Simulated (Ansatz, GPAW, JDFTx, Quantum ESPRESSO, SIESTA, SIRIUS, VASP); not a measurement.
# CdF2: programs and potentials compared

```
Cd F
1.0
     0.00000    2.69400    2.69400
     2.69400    0.00000    2.69400
     2.69400    2.69400    0.00000
Cd F
1 2
Direct
  0.00000 0.00000 0.00000
  0.75000 0.75000 0.75000
  0.25000 0.25000 0.25000
```

Alike in all runs: task single point; functional PBEsol; k mesh 9 × 9 × 9; occupations fermi-dirac, width 0.05 eV; no spin polarisation; no spin-orbit coupling. Pressure is positive in compression and, in plane waves, holds the error of the finite cutoff.

```tsv
program and potentials	plane-wave cutoff (eV)	notes	pressure (GPa)
Quantum ESPRESSO, GBRV 1.5 PBEsol	612	8.67 valence electrons an atom on average	0.33
SIESTA, files PseudoDojo sr-pbesol-0.4.1-standard, DZP (energy shift 0.003 Ry; two zetas on semicore shells)	-	atomic basis; 11.33 valence electrons an atom on average	0.05
GPAW, PAW data sets generated for this functional	800	8.67 valence electrons an atom on average	-2.11
SIRIUS, PseudoDojo 0.4.1 PBEsol standard (scalar relativistic)	1388	11.33 valence electrons an atom on average	-0.38
Ansatz, all-electron LAPW, scalar-relativistic	-	-	-0.24
VASP, PBE PAW files Cd, F, 520 eV	520	potentials made for PBE; 8.67 valence electrons an atom on average	0.53
JDFTx, PseudoDojo-SR-PBEsol-0.4.1-standard with smoothed tails	1388	11.33 valence electrons an atom on average	-0.41
```

The pressure spans -2.11 (GPAW, PAW data sets generated for this functional) to 0.53 GPa (VASP, PBE PAW files Cd, F, 520 eV), with all-electron results at -0.24. Rows in atomic bases carry the error of their basis and grid, which can be large.

The functional is the same throughout but for its coding, so the spread measures potentials, basis and numerics; runs on potential files found faulty are left out.
